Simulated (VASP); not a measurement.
Output of a VASP run:

### OUTCAR
```
 ion  position               nearest neighbor table
   1  0.000  0.000  0.000-
  LATTYP: Found a body centered cubic cell.
 ALAT       =     2.9281552240
 Subroutine PRICEL returns:
 Original cell was already a primitive cell.
 Subroutine GETGRP returns: Found 48 space group operations
The static configuration has the point symmetry O_h .
The dynamic configuration has the point symmetry O_h .
 Subroutine INISYM returns: Found 48 space group operations
 Subroutine IBZKPT returns following result:
 Found    165 irreducible k-points:

 Following reciprocal coordinates:
            Coordinates               Weight
  0.000000  0.000000  0.000000      1.000000
  0.058824  0.000000  0.000000     12.000000
  0.117647  0.000000  0.000000     12.000000
  0.176471  0.000000  0.000000     12.000000
  0.235294  0.000000  0.000000     12.000000
  0.294118  0.000000  0.000000     12.000000
  0.352941  0.000000  0.000000     12.000000
  0.411765  0.000000  0.000000     12.000000
  0.470588  0.000000  0.000000     12.000000
  0.058824  0.058824  0.000000     24.000000
  0.117647  0.058824  0.000000     48.000000
  0.176471  0.058824 -0.000000     48.000000
  0.235294  0.058824  0.000000     48.000000
  0.294118  0.058824  0.000000     48.000000
  0.352941  0.058824  0.000000     48.000000
  0.411765  0.058824  0.000000     48.000000
  0.470588  0.058824  0.000000     24.000000
  0.117647  0.117647  0.000000     24.000000
  0.176471  0.117647  0.000000     48.000000
  0.235294  0.117647 -0.000000     48.000000
  0.294118  0.117647  0.000000     48.000000
  0.352941  0.117647  0.000000     48.000000
  0.411765  0.117647 -0.000000     48.000000
  0.176471  0.176471  0.000000     24.000000
  0.235294  0.176471  0.000000     48.000000
  0.294118  0.176471  0.000000     48.000000
  0.352941  0.176471 -0.000000     48.000000
  0.411765  0.176471 -0.000000     24.000000
  0.235294  0.235294  0.000000     24.000000
  0.294118  0.235294  0.000000     48.000000
  0.352941  0.235294  0.000000     48.000000
  0.294118  0.294118  0.000000     24.000000
  0.352941  0.294118  0.000000     24.000000
  0.058824  0.058824  0.058824      8.000000
  0.117647  0.058824  0.058824     24.000000
  0.176471  0.058824  0.058824     24.000000
  0.235294  0.058824  0.058824     24.000000
  0.294118  0.058824  0.058824     24.000000
  0.352941  0.058824  0.058824     24.000000
  0.411765  0.058824  0.058824     24.000000
   k-points           NKPTS =    165   k-points in BZ     NKDIM =    165   number of bands    NBANDS=     10
   number of dos      NEDOS =    301   number of ions     NIONS =      1
   total plane-waves  NPLWV =   8000
   dimension x,y,z NGX =    20 NGY =   20 NGZ =   20
   dimension x,y,z NGXF=    40 NGYF=   40 NGZF=   40
   ions per type =               1
   PREC   = accura    normal or accurate (medium, high low for compatibility)
   ISTART =      0    job   : 0-new  1-cont  2-samecut
   ICHARG =      2    charge: 1-file 2-atom 10-const
   ISPIN  =      1    spin polarized calculation?
   LNONCOLLINEAR =      F non collinear calculations
   LSORBIT =      F    spin-orbit coupling
   INIWAV =      1    electr: 0-lowe 1-rand  2-diag
   ENCUT  =  520.0 eV  38.22 Ry    6.18 a.u.   4.72  4.72  4.72*2*pi/ulx,y,z
   NELM   =    100;   NELMIN=  2; NELMDL= -5     # of ELM steps
   EDIFF  = 0.1E-06   stopping-criterion for ELM
   LREAL  =      F    real-space projection
   NLSPLINE    = F    spline interpolate recip. space projectors
   LMAXMIX     =    4 max onsite mixed and CHGCAR
   VOSKOWN=      0    Vosko Wilk Nusair interpolation
   EDIFFG = 0.1E-05   stopping-criterion for IOM
   NSW    =      0    number of steps for IOM
   NBLOCK =      1;   KBLOCK =      1    inner block; outer block
   IBRION =     -1    ionic relax: 0-MD 1-quasi-New 2-CG
   NFREE  =      0    steps in history (QN), initial steepest desc. (CG)
...
```

### OSZICAR
```
       N       E                     dE             d eps       ncg     rms          rms(c)
DAV:   1     0.882866594370E+02    0.88287E+02   -0.74158E+03  3300   0.145E+03
DAV:   2    -0.931491334587E+01   -0.97602E+02   -0.95524E+02  3386   0.373E+02
DAV:   3    -0.108120568445E+02   -0.14971E+01   -0.14449E+01  3450   0.542E+01
DAV:   4    -0.108226850414E+02   -0.10628E-01   -0.10615E-01  3342   0.461E+00
DAV:   5    -0.108227856393E+02   -0.10060E-03   -0.10060E-03  3414   0.473E-01    0.212E+01
DAV:   6    -0.942129951286E+01    0.14015E+01   -0.52899E+00  3314   0.354E+01    0.261E+00
DAV:   7    -0.939581448399E+01    0.25485E-01   -0.33082E-02  3334   0.230E+00    0.113E+00
DAV:   8    -0.938641488601E+01    0.93996E-02   -0.78310E-03  3322   0.162E+00    0.124E-01
DAV:   9    -0.938641998107E+01   -0.50951E-05   -0.23587E-04  3326   0.252E-01    0.334E-02
DAV:  10    -0.938642738779E+01   -0.74067E-05   -0.11377E-05  3312   0.462E-02    0.142E-03
DAV:  11    -0.938642755103E+01   -0.16325E-06   -0.71399E-08  1828   0.418E-03    0.109E-03
DAV:  12    -0.938642756910E+01   -0.18063E-07   -0.10046E-08  1654   0.191E-03
   1 F= -.93864276E+01 E0= -.93861560E+01  d E =-.814741E-03
```

File OUTCAR:
```
------------------------ aborting loop because EDIFF is reached ----------------------------------------
  FORCE on cell =-STRESS in cart. coord.  units (eV):
  Direction    XX          YY          ZZ          XY          YZ          ZX
  --------------------------------------------------------------------------------------
  Total        0.4999854      0.4999854      0.4999854      0.0000000      0.0000000     -0.0000000
  in kB       63.8139450     63.8139450     63.8139450      0.0000000      0.0000000     -0.0000000
  external PRESSURE =      63.8139450 kB  Pullay stress =       0.0000000 kB
  volume of cell :       12.55
      direct lattice vectors                 reciprocal lattice vectors
    -1.464077612  1.464077612  1.464077612     0.000000000  0.341511950  0.341511950
     1.464077612 -1.464077612  1.464077612     0.341511950  0.000000000  0.341511950
     1.464077612  1.464077612 -1.464077612     0.341511950  0.341511950  0.000000000
 POSITION                                       TOTAL-FORCE (eV/Angst)
 -----------------------------------------------------------------------------------
      0.00000      0.00000      0.00000        -0.000000      0.000000     -0.000000
 -----------------------------------------------------------------------------------
    total drift:                                0.000000     -0.000000      0.000000
  FREE ENERGIE OF THE ION-ELECTRON SYSTEM (eV)
  ---------------------------------------------------
  free  energy   TOTEN  =        -9.3864275691 eV

  energy  without entropy=       -9.3856128283  energy(sigma->0) =       -9.38615599
```
(Selected blocks of OUTCAR.)

**POSCAR**
```
V
1
   -1.4640776120     1.4640776120     1.4640776120
    1.4640776120    -1.4640776120     1.4640776120
    1.4640776120     1.4640776120    -1.4640776120
V
1
Direct
  0.0000000000   0.0000000000   0.0000000000
```

**Question.** Reconstruct the remaining input files.

**Answer.** One answer among several that fit: the input of the run itself, AM05 GGA, plane waves, VASP's PBE PAW potentials (set 64).

**KPOINTS**
```
Automatic mesh
0
Gamma
17 17 17
0 0 0
```

INCAR:
```
ALGO = Normal
EDIFF = 1E-7
ENCUT = 520
GGA = AM
ISIF = 2
ISMEAR = 1
LASPH = .TRUE.
LCHARG = .FALSE.
LMAXMIX = 4
LREAL = .FALSE.
LWAVE = .FALSE.
NELM = 100
PREC = Accurate
SIGMA = 0.1
SYSTEM = V
```

POTCAR, in this order: V_sv (PBE.64 set). Program: vasp_std.

The compound is V in the bcc structure. This cell is one point of a volume scan, at 0.97 of the reference volume. The run is not spin-polarised, so no magnetic state was tried.
